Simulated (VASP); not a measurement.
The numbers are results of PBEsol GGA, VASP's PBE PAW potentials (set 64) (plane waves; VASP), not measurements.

VASP ran on this input.

File KPOINTS:
```
K-points
0
Gamma
16 16 16
```

POSCAR:
```
Ni
1
    0.0000000000     1.7306408223     1.7306408223
    1.7306408223    -0.0000000000     1.7306408223
    1.7306408223     1.7306408223    -0.0000000000
Ni
1
Direct
  0.0000000000   0.0000000000   0.0000000000
```

INCAR:
```
SYSTEM=Ni
PREC=Accurate; ENCUT=520; LREAL=F
LASPH=T
EDIFF=1E-6; NELM=100; ALGO=Normal
LMAXMIX=4
ISMEAR=1; SIGMA=0.1
GGA=PS
ISPIN=2; MAGMOM=0.6
IBRION=2; NSW=60; ISIF=3
EDIFFG=-0.01
LWAVE=F; LCHARG=F; LORBIT=10
```

POTCAR, in this order: Ni (PBE.64 set). Program: vasp_std.

The run wrote:

### OSZICAR
```
       N       E                     dE             d eps       ncg     rms          rms(c)
DAV:   1     0.217073248342E+02    0.21707E+02   -0.49259E+03  5340   0.145E+03
DAV:   2    -0.694642336202E+01   -0.28654E+02   -0.27667E+02  5310   0.166E+02
DAV:   3    -0.734237653717E+01   -0.39595E+00   -0.39496E+00  6059   0.261E+01
DAV:   4    -0.734583103138E+01   -0.34545E-02   -0.34542E-02  5937   0.214E+00
DAV:   5    -0.734592314943E+01   -0.92118E-04   -0.92114E-04  6042   0.307E-01    0.111E+01
DAV:   6    -0.648891500983E+01    0.85701E+00   -0.18635E+01  5462   0.712E+01    0.578E+00
DAV:   7    -0.615851692427E+01    0.33040E+00   -0.28446E+00  5514   0.263E+01    0.200E+00
DAV:   8    -0.613987465233E+01    0.18642E-01   -0.23325E-02  7566   0.175E+00    0.952E-01
DAV:   9    -0.613722289793E+01    0.26518E-02   -0.15309E-03  7684   0.362E-01    0.274E-01
DAV:  10    -0.613652080962E+01    0.70209E-03   -0.65545E-04  7362   0.205E-01    0.314E-02
DAV:  11    -0.613651730730E+01    0.35023E-05   -0.18539E-05  6633   0.541E-02    0.282E-02
DAV:  12    -0.613651878119E+01   -0.14739E-05   -0.19029E-06  2962   0.153E-02    0.665E-03
DAV:  13    -0.613651897524E+01   -0.19404E-06   -0.53194E-07  2678   0.877E-03
   1 F= -.61365190E+01 E0= -.61365947E+01  d E =-.613652E+01  mag=     0.5859
```

### OUTCAR
```
------------------------ aborting loop because EDIFF is reached ----------------------------------------
  FORCE on cell =-STRESS in cart. coord.  units (eV):
  Direction    XX          YY          ZZ          XY          YZ          ZX
  --------------------------------------------------------------------------------------
  Total       -0.0065782     -0.0065782     -0.0065782      0.0000000      0.0000000      0.0000000
  in kB       -1.0166387     -1.0166387     -1.0166387      0.0000000      0.0000000      0.0000000
  external PRESSURE =      -1.0166387 kB  Pullay stress =       0.0000000 kB
  volume of cell :       10.37
      direct lattice vectors                 reciprocal lattice vectors
     0.000000000  1.730640822  1.730640822    -0.288910324  0.288910324  0.288910324
     1.730640822  0.000000000  1.730640822     0.288910324 -0.288910324  0.288910324
     1.730640822  1.730640822  0.000000000     0.288910324  0.288910324 -0.288910324
 POSITION                                       TOTAL-FORCE (eV/Angst)
 -----------------------------------------------------------------------------------
      0.00000      0.00000      0.00000         0.000000     -0.000000     -0.000000
 -----------------------------------------------------------------------------------
    total drift:                                0.000000     -0.000000      0.000000
  FREE ENERGIE OF THE ION-ELECTRON SYSTEM (eV)
  ---------------------------------------------------
  free  energy   TOTEN  =        -6.1365189752 eV

  energy  without entropy=       -6.1367461835  energy(sigma->0) =       -6.13659471

 total charge

# of ion       s       p       d       tot
------------------------------------------
    1        0.521   0.547   8.337   9.404

 magnetization (x)

# of ion       s       p       d       tot
------------------------------------------
    1       -0.007  -0.024   0.622   0.591

 reached required accuracy - stopping structural energy minimisation
```
(Selected blocks of OUTCAR.)

The compound is Ni in the fcc structure. It was relaxed first. The start is the result of an earlier pass.
